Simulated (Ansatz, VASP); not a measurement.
# Cross-check of HfC between VASP and Ansatz, part 2 of 2

Wanted: the spread between two codes on one cell, functional and k mesh. The cell is taken from a series of runs on this material, whose earlier steps may have relaxed, scaled, displaced or heated it; both programs get it as it stands.

VASP 6.6.1 and Ansatz 0.2.0.

So far: Starting point; VASP: zone-centre phonons, LDA.

### 3. Ansatz: zone-centre phonons, LDA

Level of this step: Ansatz beside VASP: Kohn-Sham DFT, plane waves, LDA (Ansatz).

Ansatz runs on its PAW soft_1 files.

The same cell, functional (in two slightly different forms), mesh and smearing now go to Ansatz, which takes its cutoff from its data sets.

input.yaml

```yaml
crystal:
  lattice:
    - [0.0241396285, 2.2876485012, 2.2876485012]
    - [2.2876485012, 0.0241396285, 2.2876485012]
    - [2.2876485012, 2.2876485012, 0.0241396285]
  atoms:
    - { symbol: C, position: [0.0, 0.0, 0.0] }
    - { symbol: Hf, position: [0.5, 0.5, 0.5] }
kpoints:
  mp_grid: { grid: [16, 16, 16] }
hamiltonian:
  xc: lda
  pseudopotentials: { kind: paw, azcp: { folder: soft_1 }, xc_functional: pbe }
scf:
  occupations: { method: methfessel_paxton, width: 0.2 }
output:
  eigenvalues: true
phonons:
  method: dfpt
```

Command:

```sh
$ ansatz run input.yaml --threads 4 --pin off --max-ram 10240MiB --backend cpu --events-out ev --progress --plain --runs-dir out
```

Numbers of over 12 decimals in the logs are rounded to 6 here.

Output:

```text
Engine: ansatz 0.2.0, aarch64-unknown-linux-gnu
Pseudopotentials: kind: paw
Pseudopotential: C, paw, valence charge 4, recommended cutoff 420 eV (normal), soft_1/C.paw.azcp
Pseudopotential: Hf, paw, valence charge 26, recommended cutoff 420 eV (normal), soft_1/Hf.paw.azcp
Functional definition: SPW92
  exchange = slater_x
  correlation = pw_c
Crystal: 2 atoms, lattice volume = 23.565 Å³
Basis set: ecut = 420 eV, 459 PW (Γ), exchange–correlation on 48×48×48 points (8 copies of the dense FFT grid, shifted against one another)
Bands: 19, of which v1, the nominal top of the filled ones, is band 15 counted from 1 (14 counted from 0)
Symmetry: 12 space group operations
k-points: 1098 of 4096 (irreducible under 2 space group operations, time reversal used)
Non-local potential: C, projectors of the file, l = 0: 2, l = 1: 2, l = 2: 1
Non-local potential: Hf, projectors of the file, l = 0: 3, l = 1: 2, l = 2: 2, l = 3: 3
PAW form: soft (Blöchl's): semilocal exchange-correlation on the pseudo side does not see the compensation charge
PAW frozen core: C, regenerated for the run's functional, and the local potential with it (the file was generated under x = pbe(κ = 0.804, μ = 0.219515), c = pbe(β = 0.066725))
PAW frozen core: Hf, regenerated for the run's functional, and the local potential with it (the file was generated under x = pbe(κ = 0.804, μ = 0.219515), c = pbe(β = 0.066725))
PAW one-centre angular grid: C, 110 points (default); XC on 64 Gauss nodes
PAW one-centre angular grid: Hf, 590 points (default); XC on 64 Gauss nodes
Initial density: superposition of atomic densities (chi_scale 0.1, normalization cell, long waves kept (reshape's long-wave potential 0.00 eV rms))
Initial wavefunctions: pseudopotential atomic-orbital guess
Functional: x = slater, c = lda
SCF iter   1: F=—  HF=-15723.154617 eV  |F-HF|=—  |Δ(HF+E_count)|=         —  Δρ=9.31e-2  dr2=2.72e0  ethr=3.10e-3  ⟨swp⟩=4.9  Hψ=91744  notcnv=0
preconditioner: auto → Kerker (q_TF=auto, 2.840 Å⁻¹)  [metal: Δε(μ)=0.042 eV  Ē_g=17.776 eV  σ=0.200 eV  W_gap=0.18  n_scr=14 (ndim 8)  ℏωp=40.5 eV  f_vac=0.000  D(μ)=0.20/eV (n_scr^D=0)]
SCF iter   2: F=—  HF=-15722.571285 eV  |F-HF|=—  |Δ(HF+E_count)|=   5.83e-1  S|Δr|=    0.00e0  Δρ=3.32e-2  dr2=2.62e-1  ethr=3.10e-3  ⟨swp⟩=2.1  Hψ=36056  notcnv=0
SCF iter   3: F=—  HF=-15722.509856 eV  |F-HF|=—  |Δ(HF+E_count)|=   6.14e-2  S|Δr|=    0.00e0  Δρ=1.36e-2  dr2=2.61e-2  ethr=8.74e-4  ⟨swp⟩=2.0  Hψ=37738  notcnv=0
SCF iter   4: F=—  HF=-15722.504233 eV  |F-HF|=—  |Δ(HF+E_count)|=   5.62e-3  S|Δr|=    0.00e0  Δρ=7.57e-3  dr2=6.46e-3  ethr=8.70e-5  ⟨swp⟩=2.1  Hψ=37039  notcnv=0
SCF iter   5: F=—  HF=-15722.503598 eV  |F-HF|=—  |Δ(HF+E_count)|=   6.34e-4  S|Δr|=    0.00e0  Δρ=1.47e-3  dr2=2.85e-4  ethr=2.15e-5  ⟨swp⟩=2.0  Hψ=32312  notcnv=0
SCF iter   6: F=—  HF=-15722.503493 eV  |F-HF|=—  |Δ(HF+E_count)|=   1.05e-4  S|Δr|=    0.00e0  Δρ=2.75e-4  dr2=1.88e-5  ethr=9.49e-7  ⟨swp⟩=2.6  Hψ=39291  notcnv=0
SCF iter   7: F=—  HF=-15722.503495 eV  |F-HF|=—  |Δ(HF+E_count)|=   1.23e-6  S|Δr|=    0.00e0  Δρ=8.03e-5  dr2=1.11e-6  ethr=6.25e-8  ⟨swp⟩=2.3  Hψ=38466  notcnv=0
SCF iter   8: F=—  HF=-15722.503494 eV  |F-HF|=—  |Δ(HF+E_count)|=   5.36e-7  S|Δr|=    0.00e0  Δρ=1.34e-5  dr2=2.44e-8  ethr=3.71e-9  ⟨swp⟩=3.0  Hψ=39310  notcnv=0
SCF iter   9: F=—  HF=-15722.503494 eV  |F-HF|=—  |Δ(HF+E_count)|=   8.11e-9  S|Δr|=    0.00e0  Δρ=2.50e-6  dr2=1.12e-9  ethr=8.15e-11  ⟨swp⟩=2.3  Hψ=30992  notcnv=0
SCF iter  10: F=—  HF=-15722.503494 eV  |F-HF|=—  |Δ(HF+E_count)|=  1.76e-10  S|Δr|=    0.00e0  Δρ=2.34e-7  dr2=1.21e-11  ethr=3.73e-12  ⟨swp⟩=2.3  Hψ=35920  notcnv=0
SCF iter  11: F=-15722.503494 eV  HF=-15722.503494 eV  |F-HF|=1.82e-12  |Δ(HF+E_count)|=  5.46e-12  S|Δr|=    0.00e0  Δρ=4.11e-8  dr2=2.62e-13  ethr=1.00e-12  ⟨swp⟩=7.6  Hψ=123235  notcnv=0
SCF 1 converged in 11 iterations: F = -15722.503494 eV  dr2 = 2.62e-13
  Residual-converged pass: ⟨swp⟩=1.0  Hψ=25276  notcnv=0  max |occ|·‖R‖ = 8.5e-9 eV (tolerance 1.0e-8 eV)  dr2=2.62e-13  dr2_onsite=1.69e-13  max |Δocc| = 3.9e-11
  greatest PAW one-centre occupation: 0.998 electrons in one spin orbital (limit 2), on the Hf atom at site 1 (counted from 0), in its partial waves of l = 3
DFPT response loops at Γ: preconditioner auto → Kerker (q_TF=auto, 2.840 Å⁻¹) (partly filled bands, converged f_vac=0.000); β = 1.00, the filter's whole step (`scf.mixing.beta` (0.50) is not read by the response loops under this deck's `scf.mixing.preconditioner`; to damp them name `kerker` or `kerker_dos`, under which they read `scf.mixing.beta`, and type it under 1.00, their step now; both keys bind the ground state too); Broyden in place of MSR1
SCF converged after 11 iterations
Stability not checked: this state was not tested for a lower state beside it, because cold or Methfessel-Paxton smearing, or corrected tetrahedra, fill the levels in a way that the test cannot read (fill_not_monotonic; see scf.lower_state_search)
Free energy (F): -15722.503494 eV
Harris-Foulkes:  -15722.503494 eV  (|F-HF|=1.82e-12)
Internal energy: -15722.502900 eV  (E = F + TS)
E sigma→0 (E₀):  -15722.503346 eV
Entropy (-TS):   -0.000594 eV (-0.297 meV/atom)
Fermi energy:    19.575172 eV
--- Per-component energies (eV) ---
  E_band       = 99.606323
  E_kinetic    = 498.465589
  E_local      = -6062.906301  (includes V_loc(G=0)·N_el)
  E_nonlocal   = 99.625113
  E_hartree    = 2979.923565
  E_xc         = -313.363524
  E_vxc        = -315.745157  (∫ρ·V_xc dr)
  E_paw        = -7548.952026  (= ΣΔE_a)
  E_vpaw       = -79.680143  (= ΣTr[D̂ρ^β])
  E_aug_tail   = 0.000116  (compensation charges beyond the density's cutoff)
  E_ewald      = -5377.815352
  E_core_change = 2.519920  (= ΣΔE_core)
  E_smearing   = -0.000594  (= −TS)
  E_closure    = 0.000000  (closes the sum)
  Σ components = -15722.503494   (vs F -15722.503494, Δ=0.00e0)
--- Band table (eV; the first three rows and the last of 1098) ---
  k-point 0: bands = [... 11 lower, 8.8227, 20.6230, 20.6897, 20.7288, 20.7288, 20.9321, 20.9321, 23.0587]
  k-point 1: bands = [... 11 lower, 8.8226, 19.8726, 20.0131, 20.1470, 20.9992, 21.1714, 21.5108, 23.6103]
  k-point 2: bands = [... 11 lower, 8.8230, 18.7889, 19.1424, 19.2782, 21.3507, 21.5255, 21.9649, 24.7697]
  k-point 1097: bands = [... 11 lower, 11.3898, 13.0792, 16.4097, 16.4097, 25.0216, 25.0216, 25.5557, 26.6375]
--- Phonons (Γ-DFPT): 2 representative perturbations + reference, on 1098 of 4096 k-points (Σ response iterations 7) ---
  k mesh reduced under 2 symmetry operations, with k and −k counted as one. Each operation leaves every solved perturbation unchanged. A smaller set is not used because it would not reduce the number of displacements times k-points to solve
  ASR residual: 2.362e-5 → 0.000e0 eV/Å²; symmetrization residual: 1.017e-6 eV/Å²
  ASR residual per site (eV/Å²): 6.97e-6 2.36e-5
  Γ frequencies (cm⁻¹): 0.00 0.00 0.00 470.05 470.05 487.67
  non-analytic LO–TO correction: not included (Born effective charges unavailable; polar crystals: no LO–TO splitting at Γ)
```

In the SCF lines HF is the Harris–Foulkes energy and dr2 the Hartree energy of the density residual, in eV; the loop may stop once dr2 is under the threshold and the program's other checks hold. Hψ counts applications of the Hamiltonian.

### 4. Side by side

Known differences besides the potentials themselves: the data sets hold 30 valence electrons in Ansatz (on its PAW soft_1 files) and 14 in VASP; the cutoff is 420 eV in Ansatz and 600 eV in VASP; VASP's log shows a relativistic correction to its local exchange, Ansatz's none. Total energies have different zeros and are not compared.

The two programs side by side:

```tsv
quantity	Ansatz	VASP	difference
optical mode 1 to 2 (cm⁻¹)	470.1	467.7	+0.51 %
optical mode 3 (cm⁻¹)	487.7	485.7	+0.40 %
```

Modes are paired by rising frequency, not by their patterns, so a pair may set unlike modes beside each other; they are those without the splitting of longitudinal modes.

### 5. What came out

```
r.m.s. difference of the optical zone-centre modes, each program's sorted by frequency (zone-centre phonons, LDA) : 2.2 cm⁻¹
difference in optical mode 1 to 2 (zone-centre phonons, LDA)                                                      : +0.5 %
```

The r.m.s. difference of the optical zone-centre modes, each program's sorted by frequency is 2.2 cm⁻¹ (zone-centre phonons, LDA). The data sets hold unlike numbers of valence electrons (30 in Ansatz and 14 in VASP), so part of the differences comes from the potentials. Among the rows given in per cent, the largest difference of the zone-centre phonons, LDA pair is in optical mode 1 to 2, +0.5 %. Such differences can come from data sets, numerical settings and the points named under the comparisons, not from the functional's error against experiment.

[Lines on the potential files, build, host, timing and source positions are cut from VASP's logs without a mark.]

[Logs are printed without paths, hosts, clocks, repeated set-up lines and the standing remarks that a program may print on its own settings, such as how far it seeks lower states.]

[Hosts, paths, dates, database ids (printed as entryN), source tags and the programs' standing remarks are cut or masked in the printed files.]
